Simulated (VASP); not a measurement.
## PtSe2: transverse stress against strain

PtSe2 (1T layered, P-3m1, 19.936 Å³/atom and stress up to 0.20 GPa in the relaxed cell, c along z) under a strain ε along c (axis z), the other axes held. PBEsol in VASP (plane waves, PAW), 480 eV, 10×10×6 Γ-centred mesh, Methfessel-Paxton smearing 0.10 eV; ions are relaxed, or left where forces stay under 0.02 eV/Å, within the symmetry of each cell. Against the start cell, which lies near the measured one, the relaxed cell differs by -2.3 % in volume and -3.6 % in c; the values below rest on it. Stress is positive for a compressed cell.

Here s stands for strain and y for stress xx.

```
strain (%)  stress xx (GPa)
----------  ---------------
-3.00                     ?
-1.50                  0.75
-1.00                  0.54
-0.50                  0.34
0.00                   0.13
0.50                  -0.04
1.00                  -0.22
1.50                  -0.36
```

Question: Fit y against s with a straight line, and predict the withheld value at s = -3.00.

Answer: Means: s 0, y 0.163. About the means, the sum of products is -2.6150 and the sum of squares of s is 7.0000; the slope is their ratio. Least squares gives y = 0.163 - 0.3736·s. Residuals (row less fit): 0.027, 0.003, -0.010, -0.033, -0.016, -0.009, 0.037; standard error 0.027 (degrees of freedom: 5). The slope gives the elastic constant C13 = 37 ± 1 GPa (± standard error of the fit, which holds the terms cut off). At the withheld row, y = 0.163 - 0.3736 × (-3.0) = 1.284 GPa. The calculation gives 1.45 GPa, 0.166 GPa above the prediction (9.2 % of the range of y in the table). The row lies outside the fitted rows, so this is an extrapolation. From the scatter of the fitted rows alone, a prediction at this place has a standard error of 0.042 GPa, so the miss is 4.0 times that.

A polynomial of degree 2 through the 12 other runs of the series gives 1.45 there, so most of the miss is curvature that the fit leaves out. This level leaves no gap over 0.05 eV at strain -3.00, -1.50, -1.00, -0.50, 0.00, 0.50, 1.00, 1.50 %. Spin-orbit coupling is left out, which can shift these values for the heavy elements here. For PtSe2: without a dispersion term in the relaxation, distances and binding between the weakly bound layers, chains or molecules are unreliable, and so is what depends on them. Rows are the converged runs of the series near zero and its far end, less any whose ions stayed unrelaxed beside relaxed ones; series whose fitted rows scatter by over a few per cent of the range, as at a crossing or softening among them, aren't shown in this form. Most that stay on the fit to the last digits aren't either.
